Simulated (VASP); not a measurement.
Al4B3P, 8 atoms in the cell. The structure is trigonal, space group P-3m1 (No. 164). Conventional cell: a = 3.509 Å, b = 3.509 Å, c = 9.612 Å, α = 90.00°, β = 90.00°, γ = 120.00°. Al (site symmetry 3m) has 3 B at 2.51 Å and 3 P at 2.57 Å and 3 Al at 2.86 Å as nearest neighbours. Al (site symmetry 3m) has 6 B at 2.09 to 2.36 Å as nearest neighbours. Around B (site symmetry -3m) lie 2 B at 1.74 Å. B (site symmetry 3m) has 1 B at 1.74 Å as nearest neighbours. P (site symmetry -3m) is surrounded by 6 Al at 2.57 Å. The cell was built by a generator and needn't be a form met in nature.

* Program: VASP 6.6.1
* Task: relaxation of cell and atoms
* Functional: PBE
* Potentials or basis: VASP PAW PBE potentials, release 64 (Al, B, P)
* Cutoff: 520 eV
* k mesh: 10 × 10 × 4
* Occupations: gaussian, width 0.1 eV
* Spin: no spin polarisation
* Further INCAR settings: ALGO = Normal; EDIFF = 1e-07; IBRION = 2; POTIM = 0.3; EDIFFG = -0.005; NSW = 60; ISIF = 3

Potentials or basis: VASP PAW PBE potentials, release 64 (Al, B, P).

Launch:

```bash
$ cat potpaw_PBE.64/Al/POTCAR potpaw_PBE.64/B/POTCAR potpaw_PBE.64/P/POTCAR > POTCAR
$ mpirun -np 8 vasp_std > vasp.out
```

Hardware: 8 MPI ranks on AMD EPYC 9R45 (Zen 5), on a shared host.

Estimate the wall time of this run.

Run time: 12 s on 8 MPI ranks on AMD EPYC 9R45 (Zen 5), on a shared host, peak memory 0.26 GiB a rank. Counts: scf iterations 14, k points 50, ion steps 1.
